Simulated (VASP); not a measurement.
Here is the system:

```
In3La
1.0
    4.65191     0.00000     0.00000
    0.00000     4.65191     0.00000
    0.00000     0.00000     4.65191
In La
3 1
Direct
  0.00000   0.50000   0.50000
  0.50000   0.50000   0.00000
  0.50000   0.00000   0.50000
  0.00000   0.00000   0.00000
```

Calculation: PBEsol GGA, VASP's PBE PAW potentials (set 64) (plane waves; VASP). Numerical set-up: 300 eV cut-off, 7×7×7 Γ-centred mesh, Fermi-Dirac smearing of 0.050 eV, potentials In_d La.

Problem. Give the energies of bands 20 to 29 at the high-symmetry points, in eV from the Fermi level.

Solution. 
```tsv
band	Γ	X	M	R
20	-8.76	-6.89	-6.38	-4.95
21	-2.94	-6.40	-4.77	-4.95
22	-2.94	-1.67	-4.77	-4.95
23	-1.04	-1.45	-3.13	-3.51
24	-1.04	-1.45	-0.40	-1.22
25	-1.04	-1.10	-0.40	-1.22
26	1.81	1.42	1.33	-1.22
27	1.81	1.42	1.45	2.41
28	1.81	2.02	1.82	2.41
29	2.45	2.46	1.82	2.42
```

It has no gap at this level: it comes out as a metal or semimetal.

The structure was generated: LaIn3 was put into an ordered model structure, which need not be its known phase. The cell was not relaxed at this level.
